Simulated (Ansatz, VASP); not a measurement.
# Cross-check of TiO2 between VASP and Ansatz, part 2 of 2

One calculation is typed for both programs; each brings its own data sets. How far apart do they land? The cell is taken from a series of runs on this material, whose earlier steps may have relaxed, scaled, displaced or heated it; both programs get it as it stands.

VASP 6.6.1 and Ansatz 0.2.0.

So far: Set-up; VASP: G0W0 gap, LDA.

**3. Ansatz: G0W0 gap, LDA**

Level of this step: Ansatz beside VASP: Kohn-Sham DFT, plane waves, LDA (Ansatz).

Ansatz runs on its PAW soft_1 files.

The same cell, functional (in two slightly different forms) and mesh now go to Ansatz, which takes its cutoff from its data sets.

The input, input.yaml:

```yaml
crystal:
  lattice:
    - [4.5226228022, 0.0, 0.0]
    - [0.0, 5.4920213428, 0.0]
    - [0.0, 0.0, 4.90919686]
  atoms:
    - { symbol: Ti, position: [0.5, 0.672879881, 0.75] }
    - { symbol: Ti, position: [0.0, 0.827120119, 0.25] }
    - { symbol: Ti, position: [0.5, 0.327120119, 0.25] }
    - { symbol: Ti, position: [0.0, 0.172879881, 0.75] }
    - { symbol: O, position: [0.7270549497, 0.6207015351, 0.0819492948] }
    - { symbol: O, position: [0.2270549497, 0.8792984649, 0.9180507052] }
    - { symbol: O, position: [0.7729450503, 0.8792984649, 0.5819492948] }
    - { symbol: O, position: [0.2729450503, 0.6207015351, 0.4180507052] }
    - { symbol: O, position: [0.7270549497, 0.3792984649, 0.5819492948] }
    - { symbol: O, position: [0.2270549497, 0.1207015351, 0.4180507052] }
    - { symbol: O, position: [0.7729450503, 0.1207015351, 0.0819492948] }
    - { symbol: O, position: [0.2729450503, 0.3792984649, 0.9180507052] }
kpoints:
  mp_grid: { grid: [4, 2, 4] }
hamiltonian:
  xc: lda
  pseudopotentials: { kind: paw, azcp: { folder: soft_1 }, xc_functional: pbe }
scf:
  occupations: { method: fixed }
gw:
  n_empty_bands: 463
  ecut_chi: 140
  qp_bands: [v4, c4]
  qp_kpoints: band_edges
  screening: { model: contour_deformation }
```

The run is started by

```console
$ ansatz run input.yaml --threads 2 --pin off --max-ram 92160MiB --backend cuda --events-out ev --progress --plain --runs-dir out --devices 1 --max-vram 13GiB
```

Numbers of over 12 decimals in the logs are rounded to 6 here.

Output:

```text
GPUs: using 1 of 1 available (devices: 1).
Engine: ansatz 0.2.0, x86_64-unknown-linux-gnu
Pseudopotentials: kind: paw
Pseudopotential: Ti, paw, valence charge 12, recommended cutoff 420 eV (normal), soft_1/Ti.paw.azcp
Pseudopotential: O, paw, valence charge 6, recommended cutoff 420 eV (normal), soft_1/O.paw.azcp
Functional definition: SPW92
  exchange = slater_x
  correlation = pw_c
device memory: the entry about to start is reckoned to put 1.8 GiB on a device that reports 47.7 GiB free (of which the cap on the GPU budget leaves the run 13.0 GiB)
GPU FFT provider: cuFFT
GPU libraries: cuBLAS 13.8.2, cuFFT 12.4.0, cuSOLVER 12.3.4
Crystal: 12 atoms, lattice volume = 121.936 Å³
Basis set: ecut = 420 eV, 2405 PW (Γ)
Bands: 60, of which v1, the nominal top of the filled ones, is band 48 counted from 1 (47 counted from 0)
Symmetry: 8 space group operations
Space group: Pbcn (ITA 60), of the structure as read, at distance tolerance 5.0e-5 Å
k-points: 18 of 32
Non-local potential: Ti, projectors of the file, l = 0: 3, l = 1: 2, l = 2: 3, l = 3: 1
Non-local potential: O, projectors of the file, l = 0: 2, l = 1: 2, l = 2: 1
PAW form: soft (Blöchl's): semilocal exchange-correlation on the pseudo side does not see the compensation charge
PAW frozen core: Ti, regenerated for the run's functional, and the local potential with it (the file was generated under x = pbe(κ = 0.804, μ = 0.219515), c = pbe(β = 0.066725))
PAW frozen core: O, regenerated for the run's functional, and the local potential with it (the file was generated under x = pbe(κ = 0.804, μ = 0.219515), c = pbe(β = 0.066725))
PAW one-centre angular grid: Ti, 590 points (default); XC on 64 Gauss nodes
PAW one-centre angular grid: O, 110 points (default); XC on 64 Gauss nodes
Initial density: superposition of atomic densities (chi_scale 0.1, normalization cell, long waves kept (reshape's long-wave potential 0.00 eV rms))
Initial wavefunctions: pseudopotential atomic-orbital guess
GPU buffer pool allocated for 46080 grid points (all kernels)
GPU transforms: local potential and band sums: pruned to the plane-wave sphere, on 32×40×36
Functional: x = slater, c = lda
SCF iter   1: F=—  HF=-14261.325139 eV  |F-HF|=—  |Δ(HF+E_count)|=         —  Δρ=5.43e-2  dr2=3.13e0  ethr=3.10e-3  ⟨swp⟩=3.1  Hψ=3076  notcnv=0  defer=121
preconditioner: auto → Resta (q_TF=auto, 2.622 Å⁻¹)  ε∞=8.8  [insulator: Δε(μ)=2.621 eV  Ē_g=9.646 eV  n_scr=30 (ndim 8)  ℏωp=26.9 eV  f_vac=0.000  ε∞_Penn≈8.8]
SCF iter   2: F=—  HF=-14261.063147 eV  |F-HF|=—  |Δ(HF+E_count)|=   2.62e-1  Δρ=3.25e-2  dr2=9.74e-1  ethr=3.10e-3  ⟨swp⟩=2.8  Hψ=1854  notcnv=0  defer=124
SCF iter   3: F=—  HF=-14260.964489 eV  |F-HF|=—  |Δ(HF+E_count)|=   9.87e-2  Δρ=2.08e-2  dr2=5.46e-1  ethr=1.01e-3  ⟨swp⟩=2.0  Hψ=1490  notcnv=0  defer=120
SCF iter   4: F=—  HF=-14260.866632 eV  |F-HF|=—  |Δ(HF+E_count)|=   9.79e-2  Δρ=4.00e-3  dr2=1.87e-2  ethr=5.69e-4  ⟨swp⟩=2.0  Hψ=1590  notcnv=0  defer=120
SCF iter   5: F=—  HF=-14260.867355 eV  |F-HF|=—  |Δ(HF+E_count)|=   7.24e-4  Δρ=1.25e-3  dr2=2.40e-3  ethr=1.95e-5  ⟨swp⟩=2.7  Hψ=1444  notcnv=0  defer=172
SCF iter   6: F=—  HF=-14260.867337 eV  |F-HF|=—  |Δ(HF+E_count)|=   1.77e-5  Δρ=2.54e-4  dr2=6.52e-5  ethr=2.50e-6  ⟨swp⟩=2.0  Hψ=1436  notcnv=0  defer=174
SCF iter   7: F=—  HF=-14260.867343 eV  |F-HF|=—  |Δ(HF+E_count)|=   5.72e-6  Δρ=3.85e-5  dr2=1.87e-6  ethr=6.79e-8  ⟨swp⟩=2.0  Hψ=1439  notcnv=0  defer=114
SCF iter   8: F=-14260.867343 eV  HF=-14260.867343 eV  |F-HF|=3.51e-8  |Δ(HF+E_count)|=   9.35e-8  Δρ=7.94e-6  dr2=6.57e-8  ethr=1.04e-10  ⟨swp⟩=8.3  Hψ=4184  notcnv=0
SCF 1 converged in 8 iterations: F = -14260.867343 eV  dr2 = 6.57e-8
  greatest PAW one-centre occupation: 0.998 electrons in one spin orbital (limit 2), on the Ti atom at site 3 (counted from 0), in its partial waves of l = 0
device memory: the entry about to start is reckoned to put 2.1 GiB (of the 2.2 GiB reckoned in all, the device holds 0.1 GiB already) on a device that reports 47.6 GiB free (of which the cap on the GPU budget leaves the run 13.0 GiB)
NSCF: frozen V_eff on 18 k-points
the band table was solved once the SCF had ended and its energy, with any forces and stress, was formed, with the checks that follow a solve (4117 applications of the Hamiltonian). They found nothing against the state; the energy, forces and stress were not computed again (output.eigenvalues in the input reference)
device memory: the entry about to start is reckoned to put 3.6 GiB on a device that reports 47.7 GiB free (of which the cap on the GPU budget leaves the run 13.0 GiB)
NSCF: frozen V_eff on 18 k-points
G₀W₀ screening: q 1/18
[... further progress lines ...]
SCF converged after 8 iterations
Free energy (F): -14260.867343 eV
Harris-Foulkes:  -14260.867343 eV  (|F-HF|=3.51e-8)
Internal energy: -14260.867343 eV  (E = F + TS)
E sigma→0 (E₀):  -14260.867343 eV
Fermi energy:    8.684076 eV
--- Per-component energies (eV) ---
  E_band       = -769.264982
[...]
4    51     11.7295   -13.9329    -7.2912   -22.6806  0.7081    13.2454    13.1859  root
     4    52     11.7295   -13.9329    -7.2912   -22.6806  0.7081    13.2454    13.1859  root
     5    45      8.2134   -25.4747     4.4809   -20.8696  0.7095     8.0889     8.0892  root
     5    46      8.2134   -25.4747     4.4809   -20.8696  0.7095     8.0889     8.0892  root
     5    47      8.2134   -25.4747     4.4809   -20.8696  0.7095     8.0889     8.0892  root
     5    48      8.2134   -25.4747     4.4809   -20.8696  0.7095     8.0889     8.0892  root
     5    49     11.5505   -13.9031    -7.0772   -22.4219  0.7134    13.0457    12.9920  root
     5    50     11.5505   -13.9031    -7.0772   -22.4219  0.7134    13.0457    12.9920  root
     5    51     11.5505   -13.9031    -7.0772   -22.4219  0.7134    13.0457    12.9920  root
     5    52     11.5505   -13.9031    -7.0772   -22.4219  0.7134    13.0457    12.9920  root
     6    45      7.9350   -25.7040     4.2303   -21.3955  0.7149     7.8568     7.8569  root
     6    46      8.1223   -25.2829     4.6096   -20.5241  0.7072     7.9727     7.9732  root
     6    47      8.2693   -25.2112     4.0532   -21.1085  0.7113     8.2197     8.2197  root
     6    48      8.5378   -25.5947     4.4050   -21.0900  0.7109     8.4379     8.4381  root
     6    49     11.4407   -13.6871    -7.0009   -22.1477  0.7197    12.9515    12.9004  root
     6    50     11.4880   -13.5355    -7.3732   -22.4025  0.7147    13.0395    12.9818  root
     6    51     11.5001   -13.7555    -7.2452   -22.4881  0.7151    13.0446    12.9875  root
     6    52     11.7866   -13.8332    -7.3557   -22.6455  0.7066    13.3019    13.2432  root
     7    45      7.8963   -25.4581     4.2891   -21.0728  0.7115     7.7999     7.8001  root
     7    46      7.9822   -25.5002     4.3174   -21.0675  0.7152     7.8666     7.8669  root
     7    47      8.3029   -25.6040     4.5457   -20.9334  0.7093     8.1776     8.1779  root
     7    48      8.4790   -25.7064     4.5388   -21.0480  0.7098     8.3592     8.3595  root
     7    49     11.4787   -13.8683    -6.9875   -22.3174  0.7186    12.9924    12.9402  root
     7    50     11.5354   -13.6369    -7.1559   -22.2455  0.7153    13.0423    12.9881  root
[...]
17    45      7.8224   -25.2817     4.4993   -20.6474  0.7077     7.6870     7.6874  root
    17    46      7.8224   -25.2817     4.4993   -20.6474  0.7077     7.6870     7.6874  root
    17    47      7.8224   -25.2817     4.4993   -20.6474  0.7077     7.6870     7.6874  root
    17    48      7.8224   -25.2817     4.4993   -20.6474  0.7077     7.6870     7.6874  root
    17    49     11.6794   -13.9940    -6.9953   -22.4266  0.7140    13.1705    13.1167  root
    17    50     11.6794   -13.9940    -6.9953   -22.4266  0.7140    13.1705    13.1167  root
    17    51     11.6794   -13.9940    -6.9953   -22.4266  0.7140    13.1705    13.1167  root
    17    52     11.6794   -13.9940    -6.9953   -22.4266  0.7140    13.1705    13.1167  root
```

In the SCF lines HF is the Harris–Foulkes energy and dr2 the Hartree energy of the density residual, in eV; the loop may stop once dr2 is under the threshold and the program's other checks hold. Hψ counts applications of the Hamiltonian.

**4. Comparison**

Known differences besides the potentials themselves: the two LDA forms differ slightly; fixed occupations in Ansatz, narrow Gaussian smearing in VASP; the cutoff is 420 eV in Ansatz and 440 eV in VASP; VASP's log shows a relativistic correction to its local exchange, Ansatz's none; Ansatz integrates over frequency by contour deformation, VASP on a grid of NOMEGA points. Total energies have different zeros and are not compared.

The two programs side by side:

```
                   quantity  Ansatz  VASP  difference
  G0W0 gap on the mesh (eV)    4.10  4.21       -0.11
Kohn-Sham gap under it (eV)    2.56  2.55       +0.01
```

**5. Results**

```yaml
difference_in_g0w0_gap_on_the_mesh_g0w0_gap_lda: -0.11 eV
```

The difference in G0W0 gap on the mesh is -0.11 eV (G0W0 gap, LDA). Such differences can come from data sets, numerical settings and the points named under the comparisons, not from the functional's error against experiment.

[Lines on the potential files, build, host, timing and source positions are cut from VASP's logs without a mark.]

[Logs are printed without paths, hosts, clocks, repeated set-up lines and the standing remarks that a program may print on its own settings, such as how far it seeks lower states.]

[Hosts, paths, dates, database ids (printed as entryN), source tags and the programs' standing remarks are cut or masked in the printed files.]
